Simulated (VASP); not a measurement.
Calculation: PBE GGA, VASP's PBE PAW potentials (set 64) (plane waves; VASP).

The input files of a VASP run:

POSCAR:
```
InP
1
    0.0000000000     3.0009780000     3.0009780000
    3.0009780000     0.0000000000     3.0009780000
    3.0009780000     3.0009780000     0.0000000000
In P
1 1
Direct
  0.0000000000   0.0000000000   0.0000000000
  0.2500000000   0.2500000000   0.2500000000
```

### KPOINTS
```
Automatic mesh
0
Gamma
5 5 5
0.5 0.5 0.5
```

INCAR:
```
SIGMA = 0.05   # width (eV)
LCHARG = .FALSE.
NELM = 100   # most electronic steps
LMAXMIX = 4   # l cut-off of mixed one-centre charges
LASPH = .TRUE.
LWAVE = .FALSE.
ALGO = Normal   # blocked Davidson
PREC = Accurate
LREAL = .FALSE.   # projection in real space or not
EDIFF = 1E-6
GGA = PE
SYSTEM = InP
ENCUT = 300   # plane-wave cut-off (eV)
ISIF = 2   # forces and stress, cell fixed
ISMEAR = 0   # Gaussian
```

POTCAR, in this order: In_d P (PBE.64 set). Program: vasp_std.

At this cut-off the stress carries a Pulay error, which pulls relaxed volumes low.

Task: Predict the energy per atom (σ→0), pressure.

Result: 
```yaml
energy per atom (σ→0): -4.201 eV/atom
pressure: -1.55 GPa
```

### OSZICAR
```
...
DAV:   7    -0.839990714529E+01    0.21687E-01   -0.17057E-01   656   0.325E+00    0.119E+00
DAV:   8    -0.840040225827E+01   -0.49511E-03   -0.13744E-02   600   0.162E+00    0.294E-01
DAV:   9    -0.840115825521E+01   -0.75600E-03   -0.20839E-03   609   0.634E-01    0.180E-01
DAV:  10    -0.840121249589E+01   -0.54241E-04   -0.18480E-04   643   0.118E-01    0.122E-01
DAV:  11    -0.840126684873E+01   -0.54353E-04   -0.37512E-05   564   0.436E-02    0.474E-02
DAV:  12    -0.840128492151E+01   -0.18073E-04   -0.45024E-05   539   0.103E-01    0.179E-02
DAV:  13    -0.840128524802E+01   -0.32650E-06   -0.18936E-06   552   0.127E-02
   1 F= -.84012852E+01 E0= -.84012852E+01  d E =-.235646E-16
```

The structure comes from a computed database's InP entry; how it stands against other phases isn't given here. The cell was not relaxed at this level.
